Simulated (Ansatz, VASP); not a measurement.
# Cross-check of H24C176N (C(110) slab, H on the bottom face, stepped) between VASP and Ansatz

Wanted: the spread between two codes on one cell, functional and k mesh. The structure shown is the start of the Ansatz relaxation below; VASP solves that cell, so the two are compared at the walk's first step.

Calculated with Ansatz 0.2.0; plane waves, with VASP 6.6.1 beside it; single point at PBE with D3(BJ).

## (1) Starting point

The cell holds 201 atoms: 176 C, 1 N and 24 H. Its edges and angles: a = 10.089 Å, b = 10.701 Å, c = 19.718 Å, α = 90.0°, β = 90.0°, γ = 90.0°. It derives from C (diamond-structure). As first built, before any earlier steps moved the atoms (in the runner's words): diamond-structure C (a = 3.567 A), (110) slab of 8 atomic planes, 4 x 3 surface cells, H on the broken bonds of the bottom face; the top repeat layer removed from half of the cell (two steps); displaced by a Gaussian of 0.02 A. Vacuum lies along c. Nearest the centre at fractional (0.250, 0.002, 0.488): N177 at 0.00 Å, C20 at 1.53 Å, C23 at 1.54 Å, C125 at 1.55 Å, C155 at 1.55 Å, C24 at 2.48 Å, C17 at 2.49 Å, C48 at 2.51 Å.

## (2) Ansatz: relaxation, PBE with D3(BJ)

Ansatz runs on its default PAW (the set named soft_2) files.

The two programs are compared at the cell with which this relaxation starts, whose forces are those of its first step.

Input file input.yaml:

```yaml
crystal:
  lattice:
    - [10.089, 0.0, 0.0]
    - [0.0, 10.701, 0.0]
    - [0.0, 0.0, 19.71786]
  atoms:
    - { symbol: C, position: [0.87196, 0.17091, 0.29943] }
    - { symbol: C, position: [0.00066, 0.08152, 0.29845] }
    - { symbol: C, position: [0.99986, 0.00074, 0.3615] }
    - { symbol: C, position: [0.87519, 0.25202, 0.36223] }
    - { symbol: C, position: [0.87451, 0.16757, 0.42609] }
    - { symbol: C, position: [0.99934, 0.0848, 0.42528] }
    - { symbol: C, position: [0.99955, 0.0013, 0.48915] }
    - { symbol: C, position: [0.87454, 0.25068, 0.49062] }
    - { symbol: C, position: [0.87509, 0.16549, 0.55487] }
    - { symbol: C, position: [0.99985, 0.08506, 0.55298] }
    - { symbol: C, position: [0.00284, 0.0012, 0.61623] }
    - { symbol: C, position: [0.87887, 0.24839, 0.62213] }
    - { symbol: C, position: [0.8787, 0.14907, 0.679] }
    - { symbol: C, position: [0.01458, 0.07943, 0.68166] }
    - { symbol: C, position: [0.12383, 0.1692, 0.29813] }
    - { symbol: C, position: [0.25214, 0.08503, 0.29974] }
    - { symbol: C, position: [0.25022, 0.00113, 0.36155] }
    - { symbol: C, position: [0.1247, 0.25326, 0.36122] }
    - { symbol: C, position: [0.12447, 0.16862, 0.42465] }
    - { symbol: C, position: [0.24985, 0.08506, 0.4247] }
    - { symbol: "N", position: [0.24989, 0.00196, 0.48777] }
    - { symbol: C, position: [0.12467, 0.25218, 0.48808] }
    - { symbol: C, position: [0.12536, 0.16945, 0.5513] }
    - { symbol: C, position: [0.25004, 0.08723, 0.55051] }
    - { symbol: C, position: [0.25042, 0.00814, 0.61333] }
    - { symbol: C, position: [0.12643, 0.25562, 0.61353] }
    - { symbol: C, position: [0.12307, 0.17922, 0.67952] }
    - { symbol: C, position: [0.25119, 0.1072, 0.6799] }
    - { symbol: C, position: [0.24945, 0.00758, 0.73015] }
    - { symbol: C, position: [0.12121, 0.28892, 0.72846] }
    - { symbol: C, position: [0.87342, 0.49658, 0.29843] }
[... 138 lines left out ...]
    - { symbol: C, position: [0.75006, 0.66667, 0.49053] }
    - { symbol: C, position: [0.6255, 0.91722, 0.49057] }
    - { symbol: C, position: [0.62502, 0.83214, 0.55484] }
    - { symbol: C, position: [0.74987, 0.74856, 0.55549] }
    - { symbol: C, position: [0.74969, 0.65718, 0.62322] }
    - { symbol: C, position: [0.62138, 0.91507, 0.62203] }
    - { symbol: C, position: [0.62168, 0.81589, 0.67892] }
    - { symbol: C, position: [0.74983, 0.7559, 0.67755] }
    - { symbol: H, position: [0.87351, 0.22262, 0.2541] }
    - { symbol: H, position: [0.00274, 0.02634, 0.2536] }
    - { symbol: H, position: [0.12151, 0.2256, 0.25277] }
    - { symbol: H, position: [0.25425, 0.02697, 0.2527] }
    - { symbol: H, position: [0.87621, 0.55895, 0.25271] }
    - { symbol: H, position: [0.9973, 0.36039, 0.25263] }
    - { symbol: H, position: [0.37429, 0.2256, 0.25217] }
    - { symbol: H, position: [0.50362, 0.0232, 0.25294] }
    - { symbol: H, position: [0.12158, 0.55817, 0.25246] }
    - { symbol: H, position: [0.25027, 0.35799, 0.25522] }
    - { symbol: H, position: [0.87624, 0.89166, 0.25358] }
    - { symbol: H, position: [0.00078, 0.69137, 0.25361] }
    - { symbol: H, position: [0.62397, 0.22529, 0.2525] }
    - { symbol: H, position: [0.74884, 0.02714, 0.2549] }
    - { symbol: H, position: [0.37699, 0.56202, 0.2537] }
    - { symbol: H, position: [0.49927, 0.3574, 0.25477] }
    - { symbol: H, position: [0.12735, 0.89309, 0.25089] }
    - { symbol: H, position: [0.25066, 0.69458, 0.25214] }
    - { symbol: H, position: [0.62267, 0.56018, 0.2534] }
    - { symbol: H, position: [0.74932, 0.35891, 0.25302] }
    - { symbol: H, position: [0.37588, 0.89258, 0.25126] }
    - { symbol: H, position: [0.50048, 0.69209, 0.25327] }
    - { symbol: H, position: [0.62699, 0.8922, 0.25336] }
    - { symbol: H, position: [0.74957, 0.6925, 0.25478] }
kpoints:
  mp_grid: { grid: [1, 1, 1] }
hamiltonian:
  xc: pbe
  dispersion: d3bj
scf:
  occupations: { method: fermi_dirac, width: 0.05 }
output:
  forces: true
  eigenvalues: true
relax:
  f_tol: 0.05
  max_steps: 90
  constraints:
    - { sites: [0, 1, 14, 15, 30, 31, 32, 44, 45, 46, 47, 59, 60, 61, 62, 75, 76, 78, 89, 90, 91, 92, 103, 104, 105, 118, 119, 120, 134, 135, 136, 148, 149, 163, 164, 165, 177, 178, 179, 180, 181, 182, 183, 184, 185, 186, 187, 188, 189, 190, 191, 192, 193, 194, 195, 196, 197, 198, 199, 200], fix: xyz }
```

Started as:

```console
> ansatz run input.yaml --threads 8 --pin off --max-ram 15872MiB --backend cpu --events-out ev --progress --plain --runs-dir out
```

Numbers of over 12 decimals in the logs are rounded to 6 here.

The program printed:

```text
Engine: ansatz 0.2.0, aarch64-unknown-linux-gnu
Pseudopotentials: kind: paw
Pseudopotential: C, paw, valence charge 4, recommended cutoff 420 eV (normal), C.paw.azcp
Pseudopotential: N, paw, valence charge 5, recommended cutoff 420 eV (normal), N.paw.azcp
Pseudopotential: H, paw, valence charge 1, recommended cutoff 420 eV (normal), H.paw.azcp
Functional definition: PBE
  parameter kappa = 0.804
  parameter beta = 0.066725
  exchange = pbe_x(kappa = kappa, mu = beta*pi^2/3)
  correlation = pbe_c(beta = beta)
Crystal: 201 atoms, lattice volume = 2128.787 Å³
Basis set: ecut = 420 eV, 41567 PW (Γ), exchange–correlation on 144×144×270 points (8 copies of the dense FFT grid, shifted against one another)
Bands: 568, of which v1, the nominal top of the filled ones, is band 367 counted from 1 (366 counted from 0)
Symmetry: 1 space group operations
Space group: P1 (ITA 1), of the structure as read, at distance tolerance 1.3e-4 Å
k-points: 1
Non-local potential: C, projectors of the file, l = 0: 2, l = 1: 2, l = 2: 1
Non-local potential: N, projectors of the file, l = 0: 2, l = 1: 2, l = 2: 1
Non-local potential: H, projectors of the file, l = 0: 2, l = 1: 1
PAW form: soft (Blöchl's): semilocal exchange-correlation on the pseudo side does not see the compensation charge
PAW one-centre angular grid: C, 110 points (default); XC on 64 Gauss nodes
PAW one-centre angular grid: N, 110 points (default); XC on 64 Gauss nodes
PAW one-centre angular grid: H, 110 points (default); XC on 64 Gauss nodes
Initial density: superposition of atomic densities (neutral atoms: chi_scale 0, normalization atom), corrected by the library's trained network
Initial wavefunctions: pseudopotential atomic-orbital guess
Functional: x = pbe(κ = 0.804, μ = 0.219515), c = pbe(β = 0.066725)
SCF iter   1: F=—  HF=-44899.285190 eV  |F-HF|=—  |Δ(HF+E_count)|=         —  Δρ=1.18e-2  dr2=1.60e1  ethr=1.77e-3  ⟨swp⟩=7.0  Hψ=2948  notcnv=0  defer=161
preconditioner: auto → LDOS  [insulator: Δε(μ)=0.213 eV  Ē_g=16.001 eV  σ=0.050 eV  W_gap=0.64  n_scr=426 (ndim 8)  ℏωp=21.8 eV  f_vac=0.426  D(μ)=17.79/eV (n_scr^D=60)  ε∞_Penn≈2.9  β→1.0]
SCF iter   2: F=—  HF=-44899.021177 eV  |F-HF|=—  |Δ(HF+E_count)|=   2.64e-1  Δρ=1.97e-2  dr2=1.66e1  ethr=1.77e-3  ⟨swp⟩=3.0  Hψ=784  notcnv=0  defer=192
SCF iter   3: F=—  HF=-44897.224579 eV  |F-HF|=—  |Δ(HF+E_count)|=    1.80e0  Δρ=7.02e-3  dr2=1.73e0  ethr=1.77e-3  ⟨swp⟩=2.0  Hψ=673  notcnv=0  defer=188
SCF iter   4: F=—  HF=-44897.098166 eV  |F-HF|=—  |Δ(HF+E_count)|=   1.26e-1  Δρ=3.05e-3  dr2=4.61e-1  ethr=2.36e-4  ⟨swp⟩=2.0  Hψ=748  notcnv=0  defer=188
SCF iter   5: F=—  HF=-44897.022689 eV  |F-HF|=—  |Δ(HF+E_count)|=   7.55e-2  Δρ=2.07e-3  dr2=1.78e-1  ethr=6.29e-5  ⟨swp⟩=3.0  Hψ=672  notcnv=0  defer=188
SCF iter   6: F=—  HF=-44897.004504 eV  |F-HF|=—  |Δ(HF+E_count)|=   1.82e-2  Δρ=1.24e-3  dr2=4.68e-2  ethr=2.43e-5  ⟨swp⟩=2.0  Hψ=671  notcnv=0  defer=188
SCF iter   7: F=—  HF=-44897.005520 eV  |F-HF|=—  |Δ(HF+E_count)|=   1.02e-3  Δρ=6.22e-4  dr2=8.96e-3  ethr=6.39e-6  ⟨swp⟩=2.0  Hψ=967  notcnv=0  defer=188
SCF iter   8: F=—  HF=-44897.005554 eV  |F-HF|=—  |Δ(HF+E_count)|=   3.41e-5  Δρ=2.41e-4  dr2=1.66e-3  ethr=1.22e-6  ⟨swp⟩=2.0  Hψ=725  notcnv=0  defer=188
SCF iter   9: F=—  HF=-44897.005557 eV  |F-HF|=—  |Δ(HF+E_count)|=   2.83e-6  Δρ=1.13e-4  dr2=3.96e-4  ethr=2.26e-7  ⟨swp⟩=2.0  Hψ=714  notcnv=0  defer=188
SCF iter  10: F=—  HF=-44897.005550 eV  |F-HF|=—  |Δ(HF+E_count)|=   7.40e-6  Δρ=5.76e-5  dr2=7.92e-5  ethr=5.41e-8  ⟨swp⟩=3.0  Hψ=809  notcnv=0  defer=188
SCF iter  11: F=-44897.005556 eV  HF=-44897.005557 eV  |F-HF|=1.47e-6  |Δ(HF+E_count)|=   7.64e-6  Δρ=2.96e-5  dr2=2.05e-5  ethr=8.53e-9  ⟨swp⟩=29.0  Hψ=5191  notcnv=0
SCF 1 converged in 11 iterations: F = -44897.005556 eV  dr2 = 2.05e-5
  greatest PAW one-centre occupation: 0.779 electrons in one spin orbital (limit 2), on the N atom at site 20 (counted from 0), in its partial waves of l = 0
relax step   1: F+E_penalty+E_count = -44897.00555599 eV  Δ(F+E_penalty+E_count) = +0.000e0 eV  max|allowed force component| = 7.597e-1 eV/Å  Δτ_max = 0.0000 Å  (11 SCF iters, dr2 threshold 6.25e-5 eV, accepted)
Initial density: handed on by an earlier stage of this run
Initial wavefunctions: those handed on with the density
iter 1 solved again at ethr=4.37e-6 eV; its pass at ethr=3.10e-3 eV (dr2=3.20e-2 eV) is discarded
SCF iter   1: F=—  HF=-44897.077170 eV  |F-HF|=—  |Δ(HF+E_count)|=         —  Δρ=1.37e-3  dr2=3.04e-2  ethr=4.37e-6  ⟨swp⟩=2.0  Hψ=1622  notcnv=0  defer=187
preconditioner: auto → LDOS  [insulator: Δε(μ)=0.386 eV  Ē_g=15.959 eV  σ=0.050 eV  W_gap=0.52  n_scr=426 (ndim 8)  ℏωp=21.8 eV  f_vac=0.429  D(μ)=11.00/eV (n_scr^D=38)  ε∞_Penn≈2.9  β→1.0]
SCF iter   2: F=—  HF=-44897.078219 eV  |F-HF|=—  |Δ(HF+E_count)|=   1.05e-3  Δρ=9.79e-4  dr2=3.95e-2  ethr=4.15e-6  ⟨swp⟩=3.0  Hψ=759  notcnv=0  defer=187
[...]
- { symbol: C, position: [0.878299, 0.815740, 0.679688] }
    - { symbol: C, position: [0.014851, 0.745409, 0.681645] }
    - { symbol: C, position: [0.6245, 0.166570, 0.296890] }
    - { symbol: C, position: [0.74995, 0.081840, 0.298820] }
    - { symbol: C, position: [0.74733, 0.00182, 0.362050] }
    - { symbol: C, position: [0.6245, 0.25176, 0.361570] }
    - { symbol: C, position: [0.624800, 0.167946, 0.425970] }
    - { symbol: C, position: [0.749176, 0.084614, 0.426301] }
    - { symbol: C, position: [0.749805, 0.000420094, 0.490920] }
    - { symbol: C, position: [0.625324, 0.250657, 0.490639] }
    - { symbol: C, position: [0.625130, 0.165841, 0.555020] }
    - { symbol: C, position: [0.749945, 0.081715, 0.555916] }
    - { symbol: C, position: [0.750016, 0.990563, 0.624053] }
    - { symbol: C, position: [0.621153, 0.247700, 0.622308] }
    - { symbol: C, position: [0.621752, 0.149058, 0.679799] }
    - { symbol: C, position: [0.750123, 0.089334, 0.678403] }
    - { symbol: C, position: [0.37227, 0.50115, 0.299010] }
    - { symbol: C, position: [0.498600, 0.416280, 0.299800] }
    - { symbol: C, position: [0.49842, 0.334380, 0.361020] }
    - { symbol: C, position: [0.375442, 0.584537, 0.361842] }
    - { symbol: C, position: [0.375754, 0.501510, 0.425302] }
    - { symbol: C, position: [0.500310, 0.417598, 0.425465] }
    - { symbol: C, position: [0.500597, 0.334552, 0.489274] }
    - { symbol: C, position: [0.375638, 0.585353, 0.488274] }
[...]
- { symbol: C, position: [0.750096, 0.666722, 0.490734] }
    - { symbol: C, position: [0.625593, 0.916869, 0.490676] }
    - { symbol: C, position: [0.625222, 0.832481, 0.555094] }
    - { symbol: C, position: [0.749995, 0.748383, 0.555762] }
    - { symbol: C, position: [0.749966, 0.657147, 0.623965] }
    - { symbol: C, position: [0.621313, 0.914433, 0.622355] }
    - { symbol: C, position: [0.621701, 0.815706, 0.679694] }
    - { symbol: C, position: [0.750003, 0.756041, 0.678246] }
    - { symbol: H, position: [0.87351, 0.222620, 0.254100] }
    - { symbol: H, position: [0.00274, 0.026340, 0.253600] }
    - { symbol: H, position: [0.12151, 0.225600, 0.25277] }
    - { symbol: H, position: [0.25425, 0.026970, 0.252700] }
    - { symbol: H, position: [0.87621, 0.55895, 0.252710] }
    - { symbol: H, position: [0.9973, 0.360390, 0.252630] }
    - { symbol: H, position: [0.37429, 0.225600, 0.252170] }
    - { symbol: H, position: [0.50362, 0.023200, 0.252940] }
    - { symbol: H, position: [0.121580, 0.558170, 0.252460] }
    - { symbol: H, position: [0.25027, 0.357990, 0.25522] }
    - { symbol: H, position: [0.876240, 0.89166, 0.25358] }
    - { symbol: H, position: [0.00078, 0.691370, 0.253610] }
    - { symbol: H, position: [0.62397, 0.225290, 0.252500] }
    - { symbol: H, position: [0.74884, 0.027140, 0.2549] }
    - { symbol: H, position: [0.376990, 0.562020, 0.2537] }
    - { symbol: H, position: [0.49927, 0.357400, 0.25477] }
    - { symbol: H, position: [0.12735, 0.893090, 0.250890] }
    - { symbol: H, position: [0.25066, 0.69458, 0.25214] }
    - { symbol: H, position: [0.622670, 0.56018, 0.2534] }
    - { symbol: H, position: [0.74932, 0.358910, 0.253020] }
    - { symbol: H, position: [0.37588, 0.892580, 0.251260] }
    - { symbol: H, position: [0.50048, 0.69209, 0.25327] }
    - { symbol: H, position: [0.62699, 0.892200, 0.253360] }
    - { symbol: H, position: [0.74957, 0.692500, 0.254780] }
```

## (3) VASP: single point, PBE with D3(BJ), start cell

The same cell, functional, mesh and smearing now go to VASP, with its own data sets.

Lines of VASP's logs that name or quote its potential files are left out, and so is its time.

Input file INCAR:

```
SYSTEM = H24C176N
PREC = Accurate
ENCUT = 520
EDIFF = 1E-06
NELM = 120
ISMEAR = -1
SIGMA = 0.05
LREAL = Auto
ALGO = Normal
GGA = PE
IVDW = 12
NBANDS = 507
LORBIT = 11
LWAVE = .FALSE.
LCHARG = .FALSE.
ISIF = 2
LASPH = .TRUE.
GGA_COMPAT = .FALSE.
```

Input file POSCAR:

```
H24C176N
1.0
   10.0890000000      0.0000000000      0.0000000000
    0.0000000000     10.7010000000      0.0000000000
    0.0000000000      0.0000000000     19.7178600000
C N H
176 1 24
Direct
    0.8719595599      0.1709092608      0.2994290455
    0.0006640896      0.0815157462      0.2984502375
    0.9998612350      0.0007382488      0.3614996759
[... 2 atom lines left out ...]
    0.9993359104      0.0847958135      0.4252794167
    0.9995539697      0.0012989440      0.4891504453
[... 2 atom lines left out ...]
    0.9998513232      0.0850574713      0.5529809016
    0.0028446823      0.0011961499      0.6162281302
[... 4 atom lines left out ...]
    0.2521359897      0.0850294365      0.2997384097
    0.2502230152      0.0011307354      0.3615503914
    0.1247001685      0.2532567050      0.3612207410
    0.1244721974      0.1686197552      0.4246505452
    0.2498463673      0.0850574713      0.4247012607
    0.1246704331      0.2521820391      0.4880803495
    0.1253642581      0.1694514531      0.5513022204
    0.2500446030      0.0872254929      0.5505110595
    0.2504212509      0.0081394262      0.6133322785
    0.1264347309      0.2556209700      0.6135300687
[... 20 atom lines left out ...]
    0.4985826147      0.0003364172      0.3620017588
    0.3761324214      0.2490421456      0.3606476565
    0.3752899197      0.1675731240      0.4247621192
    0.5001585886      0.0843285674      0.4255684948
    0.5004856775      0.0009905616      0.4893076632
    0.3752899197      0.2519577610      0.4879180601
    0.3746952126      0.1691991403      0.5510993587
    0.5003072653      0.0848331932      0.5529910447
    0.4976509069      0.0010279413      0.6164411351
    0.3738229755      0.2553406224      0.6130989874
[... 9 atom lines left out ...]
    0.2500842502      0.3352864218      0.4879383463
[... 14 atom lines left out ...]
    0.9993259986      0.7512008224      0.4255177793
[... 1 atom line left out ...]
    0.8744573298      0.9175684515      0.4905400485
[... 1 atom line left out ...]
    0.9997224700      0.7517708625      0.5530011878
[... 36 atom lines left out ...]
    0.1250470810      0.9184281843      0.3611598825
    0.1248091981      0.8345855528      0.4247215469
    0.2503915155      0.7517988973      0.4249497664
    0.2501932798      0.6687692739      0.4880397771
    0.1246406978      0.9187085319      0.4879484893
    0.1253642581      0.8360620503      0.5511703603
    0.2500446030      0.7540136436      0.5506175619
[... 1 atom line left out ...]
    0.1264248191      0.9221568078      0.6131902752
[... 21 atom lines left out ...]
    0.3751908019      0.9179142136      0.3615301052
    0.3755773615      0.8344640688      0.4250410542
    0.5008226782      0.7508083357      0.4255279224
[... 1 atom line left out ...]
    0.3753989494      0.9186337725      0.4881513511
    0.3747645951      0.8359872909      0.5513377212
[... 2 atom lines left out ...]
    0.3738824462      0.9221474629      0.6134083516
[... 10 atom lines left out ...]
    0.6255030231      0.9172226895      0.4905704777
[... 6 atom lines left out ...]
    0.2498860145      0.0019624334      0.4877709853
[... 23 atom lines left out ...]
    0.7495688373      0.6924960284      0.2547791697
```

Input file KPOINTS:

```
Automatic mesh
0
Gamma
1 1 1
0 0 0
```

PAW data sets: C, N and H (PBE family, release 64).

Started as:

```console
> export OMP_NUM_THREADS=3
> mpirun -np 1 vasp_gam
```

The program printed:

```text
[banner, memory and clock lines left out]
running    1 mpi-ranks, on    1 nodes
[...]
Offloading initialized ...    1 GPUs detected
[...]
LDA part: xc-table for (Slater+PW92), standard interpolation
 POSCAR, INCAR and KPOINTS ok, starting setup
[...]
entering main loop
       N       E                     dE             d eps       ncg     rms          rms(c)
DAV:   1     0.675642257781E+04    0.67564E+04   -0.40281E+05  1038   0.139E+03
DAV:   2    -0.954479582169E+03   -0.77109E+04   -0.73213E+04  1401   0.344E+02
DAV:   3    -0.169698994852E+04   -0.74251E+03   -0.73185E+03  1300   0.108E+02
DAV:   4    -0.172242517602E+04   -0.25435E+02   -0.25324E+02  1348   0.214E+01
[...]
DAV:  29    -0.165007675308E+04   -0.56129E-05   -0.42991E-07   828   0.509E-04    0.295E-04
DAV:  30    -0.165007675490E+04   -0.18182E-05   -0.13159E-07   844   0.345E-04    0.140E-04
DAV:  31    -0.165007675545E+04   -0.54613E-06   -0.42347E-08   828   0.231E-04
   1 F= -.16799632E+04 E0= -.16799228E+04  d E =-.808376E-01
```

OUTCAR, selected parts (step 3):

```text
  FREE ENERGIE OF THE ION-ELECTRON SYSTEM (eV)
  ---------------------------------------------------
  free  energy   TOTEN  =     -1679.9631894057 eV

  energy  without entropy=    -1679.8823517785  energy(sigma->0) =    -1679.92277059
```

This run has no spin polarisation. Its electron count is odd, so without a moment it is a metal by construction.

## (4) Differences

Known differences besides the potentials themselves: the cutoff is 420 eV in Ansatz and 520 eV in VASP (PREC = Accurate, projectors in real space). Total energies have different zeros and are not compared.

Forces on 10 of the 201 atoms, those with the largest forces and the largest differences (eV/Å; atoms numbered as in POSCAR):

| atom | Ansatz x, y, z | VASP x, y, z |
| --- | --- | --- |
| C1 | 1.173, -3.812, 0.749 | 1.183, -3.822, 0.732 |
| C2 | -0.518, 3.237, 0.955 | -0.531, 3.241, 0.949 |
| C58 | 0.023, 0.130, 0.089 | 0.075, 0.134, 0.106 |
| C59 | -2.248, 1.344, 0.495 | -2.268, 1.352, 0.495 |
| C74 | -0.037, 0.144, 0.060 | -0.089, 0.143, 0.082 |
| C75 | 1.291, -1.038, -1.947 | 1.300, -1.039, -1.941 |
| C90 | -0.515, 3.360, 1.312 | -0.510, 3.350, 1.304 |
| C149 | -0.820, 2.327, 0.683 | -0.837, 2.322, 0.671 |
| C162 | 0.082, 0.218, 0.028 | 0.127, 0.221, 0.055 |
| C164 | -0.756, 2.413, 1.547 | -0.768, 2.414, 1.526 |

The forces differ by 11 meV/Å r.m.s., which is 2.1 % of the r.m.s. force of 0.513 eV/Å (both taken over all components). With vacuum in the cell, a pressure given here is an average over mostly empty space and none of the material.

## (5) Outcome

```yaml
r_m_s_force_difference_single_point_pbe_with_d3_bj_start_cell: 2.1 % of the r.m.s. force
```

What this shows: The r.m.s. force difference is 2.1 % of the r.m.s. force (single point, PBE with D3(BJ), start cell), within the 3 % picked in this series as the mark of a large difference. 1 further run of this series is not shown here. Such differences can come from data sets, numerical settings and the points named under the comparisons, not from the functional's error against experiment.

[Lines on the potential files, build, host, timing and source positions are cut from VASP's logs without a mark.]

[Logs are printed without paths, hosts, clocks, repeated set-up lines and the standing remarks that a program may print on its own settings, such as how far it seeks lower states.]

[Hosts, paths, dates, database ids (printed as entryN), source tags and the programs' standing remarks are cut or masked in the printed files.]
